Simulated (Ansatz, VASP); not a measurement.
# Cross-check of Y2SNO (Y2NOS MXene monolayer) between VASP and Ansatz, part 2 of 2

One calculation is typed for both programs; each brings its own data sets. How far apart do they land? The structure shown is the start of the Ansatz relaxation below; VASP solves that cell, so the two are compared at the walk's first step.

VASP 6.6.1 and Ansatz 0.2.0.

So far: The starting structure; Ansatz: relaxation, PBE with D3(BJ).

### 3. VASP: single point, PBE with D3(BJ), start cell

Level of this step: PBE with D3(BJ), zero-moment start; plane waves and PAW (S, Y_sv, N, O) (VASP).

The same cell, functional, mesh and smearing now go to VASP, with its own data sets.

Lines of VASP's logs that name or quote its potential files are left out, and so is its time.

INCAR

```
SYSTEM = Y2SNO
PREC = Accurate
ENCUT = 520
EDIFF = 1E-06
NELM = 200
ISMEAR = -1
SIGMA = 0.05
LREAL = .FALSE.
ALGO = Normal
GGA = PE
IVDW = 12
NBANDS = 28
ISPIN = 2
MAGMOM = -0 -0 -0 -0 -0
LASPH = .TRUE.
LMAXMIX = 4
LORBIT = 11
LWAVE = .FALSE.
LCHARG = .FALSE.
ISIF = 2
LDIPOL = .TRUE.
IDIPOL = 3
DIPOL = 0.5 0.5 0.504
LVHAR = .TRUE.
GGA_COMPAT = .FALSE.
NELMDL = -8
KPAR = 2
```

POSCAR

```
Y2SNO
1.0
    3.4062600000      0.0000000000      0.0000000000
   -1.7031300000      2.9499080000      0.0000000000
    0.0000000000      0.0000000000     42.8471830000
S Y N O
1 2 1 1
Direct
    0.3333332768      0.6666665537      0.4306000700
    0.6666667232      0.3333334463      0.4757957600
    0.3333332768      0.6666665537      0.5385312495
    0.0000000000      0.0000000000      0.5071635164
    0.6666667232      0.3333334463      0.5693999300
```

KPOINTS

```
Automatic mesh
0
Gamma
12 12 1
0 0 0
```

Potentials, in the order of the species: S, Y_sv, N and O (PBE family, release 64).

Run with:

```bash
> mpirun -np 2 vasp_std
```

Numbers of over 12 decimals in the logs are rounded to 6 here.

The program printed:

```text
[banner, memory and clock lines left out]
running    2 mpi-ranks, on    1 nodes
 distrk:  each k-point on    1 cores,    2 groups
 distr:  one band on    1 cores,    1 groups

 POSCAR found type information on POSCAR S Y N O
 POSCAR found :  4 types and       5 ions
 LDA part: xc-table for (Slater+PW92), standard interpolation
 POSCAR, INCAR and KPOINTS ok, starting setup
 FFT: planning ... GRIDC
 FFT: planning ... GRID_SOFT
 FFT: planning ... GRID
 WAVECAR not read
 entering main loop
       N       E                     dE             d eps       ncg     rms          rms(c)
DAV:   1     0.285736830785E+03    0.28574E+03   -0.16964E+04  2704   0.105E+03
DAV:   2     0.226479570851E+01   -0.28347E+03   -0.27621E+03  2916   0.258E+02
DAV:   3    -0.431549291590E+02   -0.45420E+02   -0.44772E+02  3164   0.869E+01
DAV:   4    -0.456307210014E+02   -0.24758E+01   -0.24647E+01  3416   0.216E+01
DAV:   5    -0.457124277652E+02   -0.81707E-01   -0.81658E-01  3224   0.353E+00
DAV:   6    -0.457153302080E+02   -0.29024E-02   -0.29022E-02  3376   0.657E-01
DAV:   7    -0.457153953026E+02   -0.65095E-04   -0.65093E-04  3232   0.947E-02
DAV:   8    -0.457153968200E+02   -0.15174E-05   -0.15181E-05  3392   0.143E-02    0.490E+01
DAV:   9    -0.430149600594E+02    0.27004E+01   -0.87265E+01  2820   0.369E+01    0.453E+01
DAV:  10    -0.456520217573E+02   -0.26371E+01   -0.20716E+02  3432   0.366E+01    0.294E+01
DAV:  11    -0.437830152395E+02    0.18690E+01   -0.18327E+02  3028   0.382E+01    0.906E+00
DAV:  12    -0.389506360006E+02    0.48324E+01   -0.25911E+01  2976   0.180E+01    0.768E+00
DAV:  13    -0.384041757528E+02    0.54646E+00   -0.28767E+00  2960   0.739E+00    0.677E+00
DAV:  14    -0.384126176949E+02   -0.84419E-02   -0.15180E-01  3056   0.193E+00    0.665E+00
[...]
DAV:  57    -0.381432274594E+02   -0.26578E-04   -0.63282E-07  1896   0.290E-03    0.484E-03
DAV:  58    -0.381432423274E+02   -0.14868E-04   -0.84698E-08  1792   0.141E-03    0.477E-03
DAV:  59    -0.381432530871E+02   -0.10760E-04   -0.45071E-07  1596   0.167E-03    0.265E-03
DAV:  60    -0.381432615581E+02   -0.84710E-05   -0.34541E-07  1900   0.153E-03    0.123E-03
DAV:  61    -0.381432658396E+02   -0.42815E-05   -0.52938E-08  1868   0.898E-04    0.599E-04
DAV:  62    -0.381432680602E+02   -0.22206E-05   -0.58064E-08  1528   0.609E-04    0.853E-04
DAV:  63    -0.381432695407E+02   -0.14805E-05   -0.52721E-09  1444   0.283E-04    0.730E-04
DAV:  64    -0.381432703715E+02   -0.83084E-06   -0.22797E-08  1372   0.352E-04
   1 F= -.39270416E+02 E0= -.39248713E+02  d E =-.434061E-01  mag=    -0.0000
```

OUTCAR, selected parts (step 3):

```text
ion  position               nearest neighbor table
   1  0.333  0.667  0.431-   2 2.76   2 2.76   2 2.76
   2  0.667  0.333  0.476-   4 2.38   4 2.38   4 2.38   1 2.76   1 2.76   1 2.76   3 3.33   3 3.33
                             3 3.33
   3  0.333  0.667  0.539-   5 2.37   5 2.37   5 2.37   4 2.38   4 2.38   4 2.38   2 3.33   2 3.33
                             2 3.33
   4  0.000  0.000  0.507-   3 2.38   3 2.38   3 2.38   2 2.38   2 2.38   2 2.38
   5  0.667  0.333  0.569-   3 2.37   3 2.37   3 2.37

  LATTYP: Found a hexagonal cell.
 ALAT       =     3.4062600000
 C/A-ratio  =    12.5789525756

 Subroutine GETGRP returns: Found  6 space group operations
 (whereof  6 operations were pure point group operations)

The static configuration has the point symmetry C_3v.

 Found     19 irreducible k-points:

   k-points           NKPTS =     19   k-points in BZ     NKDIM =     19   number of bands    NBANDS=     28

   dimension x,y,z NGX =    28 NGY =   28 NGZ =  320
   dimension x,y,z NGXF=    56 NGYF=   56 NGZF=  640

   ENCUT  =  520.0 eV  38.22 Ry    6.18 a.u.   6.33  6.33 79.67*2*pi/ulx,y,z

   NELECT =      39.0000    total number of electrons

 k-points in reciprocal lattice and weights: Automatic mesh
   0.00000000  0.00000000  0.00000000       0.007
   0.08333333  0.00000000  0.00000000       0.042
   0.16666667  0.00000000  0.00000000       0.042
   0.25000000  0.00000000  0.00000000       0.042
   0.33333333  0.00000000  0.00000000       0.042
   0.41666667  0.00000000  0.00000000       0.042
   0.50000000  0.00000000  0.00000000       0.021
   0.08333333  0.08333333  0.00000000       0.042
   0.16666667  0.08333333  0.00000000       0.083
[...]
0.33333333  0.25000000  0.00000000       0.083
   0.33333333  0.33333333  0.00000000       0.014

 dipolmoment           0.000000      0.000000      0.121846 electrons x Angstroem

 average (electrostatic) potential at core
       1 -96.2994       2 -44.8990       3 -43.9907       4 -72.9561       5 -78.6661

 E-fermi :  -5.8989

 spin component 1
 k-point     1 :       0.0000    0.0000    0.0000
  band No.  band energies     occupation
    ...
     14      -8.0143      1.00000
     15      -7.6202      1.00000
     16      -6.2234      0.99848
     17      -6.0451      0.94901
     18      -6.0451      0.94900
     19      -5.1456      0.00000
     20      -5.1456      0.00000
     21      -2.8229      0.00000
     22      -2.2369      0.00000
     23      -2.2369      0.00000
    ...

 k-point     2 :       0.0833    0.0000    0.0000
  band No.  band energies     occupation
    ...
     14      -7.9839      1.00000
     15      -7.4316      1.00000
     16      -6.4309      0.99998
     17      -6.0538      0.95683
     18      -5.9490      0.73132
     19      -5.5439      0.00082
     20      -5.2498      0.00000
     21      -2.8904      0.00000
     22      -2.3542      0.00000
     23      -2.0817      0.00000
    ...

 k-point     3 :       0.1667    0.0000    0.0000
  band No.  band energies     occupation
    ...
     15      -7.3333      1.00000
     16      -6.6340      1.00000
     17      -6.4035      0.99996
     18      -6.0818      0.97487
     19      -5.9245      0.62532
     20      -5.4739      0.00020
     21      -3.3452      0.00000
     22      -2.2544      0.00000
     23      -1.6625      0.00000
     24      -0.7806      0.00000
    ...

 k-point     4 :       0.2500    0.0000    0.0000
  band No.  band energies     occupation
    ...
     15      -7.6735      1.00000
     16      -7.0595      1.00000
     17      -6.6614      1.00000
     18      -6.1163      0.98723
     19      -6.0358      0.93917
     20      -5.6863      0.01403
     21      -3.8940      0.00000
     22      -1.9104      0.00000
     23      -1.0376      0.00000
     24      -0.8407      0.00000
    ...

 k-point     5 :       0.3333    0.0000    0.0000
  band No.  band energies     occupation
    ...
     15      -7.8925      1.00000
     16      -7.2329      1.00000
     17      -6.7200      1.00000
     18      -6.1458      0.99289
     19      -6.1412      0.99220
     20      -5.8238      0.18217
     21      -4.3123      0.00000
     22      -1.3913      0.00000
     23      -0.9588      0.00000
     24      -0.2771      0.00000
    ...

 k-point     6 :       0.4167    0.0000    0.0000
  band No.  band energies     occupation
    ...
     15      -7.9343      1.00000
     16      -7.2628      1.00000
     17      -6.6286      1.00000
     18      -6.2728      0.99944
     19      -6.1694      0.99555
     20      -5.8745      0.38029
     21      -4.5586      0.00000
     22      -1.2737      0.00000
     23      -0.4598      0.00000
     24       0.4358      0.00000
    ...

 Edisp (eV)   -1.12715

  Total       2.61281     2.61281    -2.11779    -0.00000     0.00000     0.00000
  in kB       9.72321     9.72321    -7.88107    -0.00000     0.00000     0.00000
  external pressure =        3.86 kB  Pullay stress =        0.00 kB

  energy-cutoff  :      520.00
  volume of cell :      430.54
      direct lattice vectors                 reciprocal lattice vectors
     3.406260000  0.000000000  0.000000000     0.293577120  0.169496811  0.000000000
    -1.703130000  2.949908000  0.000000000     0.000000000  0.338993623  0.000000000
     0.000000000  0.000000000 42.847183000     0.000000000  0.000000000  0.023338757

 POSITION                                       TOTAL-FORCE (eV/Angst)
 -----------------------------------------------------------------------------------
     -0.00000      1.96661     18.45000         0.000000     -0.000000      0.461683
      1.70313      0.98330     20.38651        -0.000000      0.000000     -0.888694
     -0.00000      1.96661     23.07455         0.000000      0.000000      5.638189
      0.00000      0.00000     21.73053         0.000000      0.000000     -1.710739
      1.70313      0.98330     24.39718        -0.000000     -0.000000     -3.500438
 -----------------------------------------------------------------------------------
    total drift:                               -0.000000     -0.000247      0.000296

  FREE ENERGIE OF THE ION-ELECTRON SYSTEM (eV)
  ---------------------------------------------------
  free  energy   TOTEN  =       -39.2704160726 eV

  energy  without entropy=      -39.2270100002  energy(sigma->0) =      -39.24871304

 vacuum level on the upper side and lower side of the slab         3.168         0.974

 total charge
# of ion       s       p       d       f       tot
--------------------------------------------------
    1        1.373   2.269   0.000   0.000   3.642
    2        2.213   6.552   1.119   0.085   9.969
    3        2.192   6.528   1.068   0.107   9.894
    4        1.253   2.449   0.000   0.000   3.701
    5        1.580   3.287   0.000   0.000   4.867
--------------------------------------------------
tot          8.611  21.084   2.187   0.192  32.073

 magnetization (x)
# of ion       s       p       d       f       tot
--------------------------------------------------
    1       -0.000   0.000   0.000   0.000  -0.000
    2        0.000  -0.000   0.000  -0.000   0.000
    3        0.000  -0.000   0.000  -0.000  -0.000
    4       -0.000  -0.000   0.000   0.000  -0.000
    5       -0.000  -0.000   0.000   0.000  -0.000
--------------------------------------------------
tot         -0.000  -0.000   0.000  -0.000  -0.000

[... 6 further parts left out ...]
```

This run allows spin, but its moments start at zero, where symmetry between the spins tends to hold them. Its electron count is odd, so without a moment it is a metal by construction.

### 4. Differences

Known differences besides the potentials themselves: Ansatz cuts the interaction across the vacuum, VASP repeats the sheet with a dipole correction; the cutoff is 420 eV in Ansatz and 520 eV in VASP. Total energies have different zeros and are not compared.

Forces (eV/Å; atoms numbered as in POSCAR):

| atom | Ansatz x, y, z | VASP x, y, z |
| --- | --- | --- |
| S1 | 0.000, 0.000, 0.462 | 0.000, 0.000, 0.462 |
| Y2 | 0.000, 0.000, -0.929 | 0.000, 0.000, -0.889 |
| Y3 | 0.000, 0.000, 5.540 | 0.000, 0.000, 5.638 |
| N4 | 0.000, 0.000, -1.646 | 0.000, 0.000, -1.711 |
| O5 | 0.000, 0.000, -3.427 | 0.000, 0.000, -3.500 |

The forces differ by 37 meV/Å r.m.s., which is 2.1 % of the r.m.s. force of 1.788 eV/Å (both taken over all components). Moments aren't recorded for both runs of this pair, so they may hold unlike magnetic states. With vacuum in the cell, a pressure given here is an average over mostly empty space and none of the material.

### 5. Outcome

```json
{
  "r.m.s. force difference (single point, PBE with D3(BJ), start cell)": "2.1 % of the r.m.s. force"
}
```

In words: The r.m.s. force difference is 2.1 % of the r.m.s. force (single point, PBE with D3(BJ), start cell), within the 3 % picked in this series as the mark of a large difference. 1 further run of this series is not shown here. Such differences can come from data sets, numerical settings and the points named under the comparisons, not from the functional's error against experiment.

[Lines on the potential files, build, host, timing and source positions are cut from VASP's logs without a mark.]

[Logs are printed without paths, hosts, clocks, repeated set-up lines and the standing remarks that a program may print on its own settings, such as how far it seeks lower states.]

[Hosts, paths, dates, database ids (printed as entryN), source tags and the programs' standing remarks are cut or masked in the printed files.]
